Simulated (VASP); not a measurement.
Here is the system:

```
CELL_PARAMETERS angstrom
      0.00000     1.98810     1.98810
      1.98810     0.00000     1.98810
      1.98810     1.98810     0.00000
ATOMIC_POSITIONS crystal
  Li 0.00000 0.00000 0.00000
  H  0.50000 0.50000 0.50000
```

Level of theory: revTPSS meta-GGA, VASP's PBE PAW potentials (set 64) (plane waves; VASP 6.6.1). Settings: 520 eV cut-off, 11×11×11 Γ-centred mesh, Gaussian smearing of 0.050 eV, potentials Li_sv H.

Q: Give the stress tensor in GPa (positive for a compressed cell).

A: 
```
-1.21   0.00   0.00
 0.00  -1.21   0.00
 0.00   0.00  -1.21
```
The pressure is its mean diagonal, -1.21 GPa.

The compound is LiH in the rock salt structure. This cell is one point of a volume scan, at 1.03 of the reference volume.
